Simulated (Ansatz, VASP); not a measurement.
GeCN2: VASP beside Ansatz

```
Ge C N
1.0
     1.79379    1.03565    4.92196
    -1.79379    1.03565    4.92196
     0.00000   -2.07129    4.92196
Ge C N
1 1 2
Cartesian
  0.0000 0.0000 0.0000
  0.0000 0.0000 7.3829
  0.0000 0.0000 6.1440
  0.0000 0.0000 8.6219
```

The cell comes from a database or a generator and needn't be the stable form of this composition.

Alike in both runs: task single point; functional PBE; dispersion D3(BJ); k mesh 9 × 9 × 9; occupations gaussian, width 0.05 eV; no spin polarisation.

```csv
,VASP,Ansatz
version,VASP 6.6.1,Ansatz 0.2.0
potentials or method,"VASP PAW PBE potentials, release 64 (Ge_d, C, N)","scalar-relativistic, plane waves, PAW"
plane-wave cutoff (eV),520,420
valence electrons in the cell,28,28
```

Ansatz gave:

| Quantity | Value |
| --- | --- |
| gap on the k mesh at the Fermi level (eV) | 1.12 |
| least direct gap on the mesh (eV) | 1.97 |
| pressure (GPa) | 3.1 |
| largest component of the traceless stress (GPa) | 1.40 |
| rms of the force components (eV/Å) | 0.203 |

**Question.** What did VASP give for the same quantities?

**Answer.** gap on the k mesh at the Fermi level (eV): 1.12; least direct gap on the mesh (eV): 1.96; pressure (GPa): 3.2; largest component of the traceless stress (GPa): 0.90; rms of the force components (eV/Å): 0.165.

Atom by atom the forces differ by 0.037 eV/Å (rms over components). Ansatz warned: «dispersion_switch_in_reach».

Caveats: the standard files for N, O and F lose accuracy on very short bonds; an odd mesh through Γ misses points on the zone boundary, where band edges often lie.
